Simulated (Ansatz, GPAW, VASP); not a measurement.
## BiTe: programs and potentials compared

```xyz
2
Lattice="2.4227 1.3988 3.3173 -2.4227 1.3988 3.3173 0.0000 -2.7975 3.3173" Properties=species:S:1:pos:R:3 pbc="T T T"
Bi    0.0000    0.0000    4.9759
Te    0.0000    0.0000    0.0000
```

The cell comes from a database or a generator and needn't be the stable form of this composition.

Alike in all runs: task single point; functional PBEsol; k mesh 7 × 7 × 7; occupations gaussian, width 0.02 eV; no spin polarisation; no spin-orbit coupling. Pressure is positive in compression and, in plane waves, holds the error of the finite cutoff, which Ansatz's Pulay term estimates and takes out.

| program and potentials | plane-wave cutoff (eV) | notes | pressure (GPa) |
| --- | --- | --- | --- |
| Ansatz, Ansatz PAW | 420 | potentials made for PBE, which Ansatz adapts in part; 15.5 valence electrons an atom on average; Pulay term of +0.03 GPa included | -2.30 |
| VASP, PBE PAW files Bi, Te, 500 eV | 500 | potentials made for PBE; 5.5 valence electrons an atom on average | ? |
| GPAW, PAW data sets generated for this functional | 600 | 10.5 valence electrons an atom on average | -2.51 |

Question: Estimate from the other rows what the run with VASP, PBE PAW files Bi, Te, 500 eV gave.

Answer: Pressure -2.29 GPa. The other rows, which needn't bracket it: pressure -2.51 to -2.30.
